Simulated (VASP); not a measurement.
Data:

```xyz
5
Lattice="4.0160 0.0000 0.0000 0.0000 4.0160 0.0000 0.0000 0.0000 4.0160" Properties=species:S:1:pos:R:3 pbc="T T T"
K      0.0000     0.0000     0.0000
Ta     2.0080     2.0080     2.0080
O      2.0080     0.0000     2.0080
O      0.0000     2.0080     2.0080
O      2.0080     2.0080     0.0000
```

Method: PBE GGA with D3 dispersion (zero damping), VASP's PBE PAW potentials (set 64) (plane waves; VASP). Settings: 520 eV cut-off, Gaussian smearing of 0.050 eV, potentials K_sv Ta_pv O.

Unless said otherwise, spin-orbit coupling is left out, though it shifts the bands of the heavy elements here.

Problem. Give the energies of bands 11 to 22 at the high-symmetry points, in eV from the valence-band maximum.

Solution. 
```tsv
band	Γ	X	M	R
11	-2.43	-5.37	-5.45	-5.49
12	-2.43	-2.49	-5.31	-5.29
13	-2.43	-2.49	-4.44	-5.29
14	-1.03	-2.31	-2.75	-3.84
15	-1.03	-2.31	-2.75	-3.84
16	-1.03	-2.09	-1.69	-3.84
17	-0.63	-1.46	-1.41	0.00
18	-0.63	-0.85	-1.41	0.00
19	-0.63	-0.85	-0.04	0.00
20	2.13	2.28	4.92	6.29
21	2.13	4.88	4.92	6.29
22	2.13	4.88	6.17	6.29
```

The gap is indirect, 2.13 eV, from the valence maximum at R to the conduction minimum at Γ.

Measured: gap 3.64 eV (computed value off by -1.51 eV), as given by Burak Himmetoglu et al., Journal of Physics Condensed Matter (2016), arXiv:1601.06205.

The compound is KTaO3 in the cubic perovskite structure. It was relaxed first.
